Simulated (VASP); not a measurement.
Data:

```
SnO2
1.0
    4.68163     0.00000     0.00000
    0.00000     4.68163     0.00000
    0.00000     0.00000     3.18874
Sn O
2 4
Direct
  0.00000   0.00000   0.00000
  0.50000   0.50000   0.50000
  0.30560   0.30560   0.00000
  0.80560   0.19440   0.50000
  0.19440   0.80560   0.50000
  0.69440   0.69440   0.00000
```

Calculation: PBEsol GGA, VASP's PBE PAW potentials (set 64) (plane waves; VASP). Settings: 620 eV cut-off, 5×5×7 Γ-centred mesh, Gaussian smearing of 0.050 eV, potentials Sn_d O.

Energy and stress use the plane-wave basis of the starting cell.

Q: The ions, cell shape and volume at an external pressure of 20.0 GPa are relaxed. Which structure does the run end with?

A: 
```
SnO2
1.0
    4.60809     0.00000     0.00000
    0.00000     4.60809     0.00000
    0.00000     0.00000     3.16378
Sn O
2 4
Direct
  0.00000   0.00000   0.00000
  0.50000   0.50000   0.50000
  0.30524   0.30524   0.00000
  0.80524   0.19476   0.50000
  0.19476   0.80524   0.50000
  0.69476   0.69476   0.00000
```
Space group P4_2/mnm (136), at a tolerance of 0.03 Å.

Q: How do energy and volume change from the first to the last step?

A: The energy (σ→0) changes by +41.4 meV/atom and the volume by -3.9 %, in 7 ionic steps.

```
step  E(σ→0) (eV)  max force (eV/Å)  pressure (GPa)  volume (Å³)
----  -----------  ----------------  --------------  -----------
1        -39.5767             0.002            9.81        69.89
2        -38.4333             0.365           44.17        62.66
3        -39.3438             0.112           19.79        67.33
4        -39.3376             0.114           20.00        67.28
5        -39.3267             0.082           20.03        67.17
6        -39.3292             0.048           19.99        67.19
7        -39.3282             0.018           20.02        67.18
```

The compound is SnO2 in the rutile structure. This run relaxes it under an external pressure of 20 GPa. Symmetry was kept, so distortions that lower it aren't found.
